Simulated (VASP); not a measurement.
All values below come from PBE GGA, VASP's PBE PAW potentials (set 64) (plane waves; VASP).

The input files of a VASP run:

**INCAR**
```
ALGO=Normal
EDIFF=1E-6
EDIFFG=-0.01
ENCUT=530
GGA=PE
IBRION=2
ISIF=3
ISMEAR=1
LASPH=.True.
LCHARG=.False.
LMAXMIX=4
LREAL=.False.
LWAVE=.False.
NELM=100
NSW=60
PREC=Accurate
SIGMA=0.1
SYSTEM=TiC
```

### KPOINTS
```
Automatic mesh
0
Gamma
13 13 13
0 0 0
```

File POSCAR:
```
TiC
1
    0.0000000000     2.1650000000     2.1650000000
    2.1650000000     0.0000000000     2.1650000000
    2.1650000000     2.1650000000     0.0000000000
Ti C
1 1
Direct
  0.0000000000   0.0000000000   0.0000000000
  0.5000000000   0.5000000000   0.5000000000
```

POTCAR, in this order: Ti_sv C (PBE.64 set). Program: vasp_std.

Problem. Predict the energy per atom (σ→0), volume per atom, band gap (on the k-mesh).

Solution. 
```json
{
 "energy per atom (σ→0)": "-9.355 eV/atom",
 "band gap (on the k-mesh)": "none (metal, semimetal or under 0.01 eV)",
 "volume_per_atom": "10.18 Å³/atom"
}
```

File OSZICAR:
```
...
DAV:   2    -0.187097729780E+02    0.21851E-02   -0.13249E-02  2268   0.179E+00    0.159E-01
DAV:   3    -0.187092430369E+02    0.52994E-03   -0.21057E-03  2288   0.516E-01    0.631E-02
DAV:   4    -0.187092355732E+02    0.74636E-05   -0.67430E-04  2132   0.274E-01    0.329E-02
DAV:   5    -0.187092821852E+02   -0.46612E-04   -0.62628E-05  2428   0.831E-02    0.109E-02
DAV:   6    -0.187092967750E+02   -0.14590E-04   -0.35356E-05  2800   0.312E-02    0.103E-02
DAV:   7    -0.187093008224E+02   -0.40474E-05   -0.47078E-06  2276   0.218E-02    0.225E-03
DAV:   8    -0.187093006879E+02    0.13442E-06   -0.96984E-07  1352   0.885E-03
   3 F= -.18709301E+02 E0= -.18709239E+02  d E =-.138400E-03
```

The compound is TiC in the rock salt structure. This run relaxes it. Symmetry was kept, so distortions that lower it aren't found.
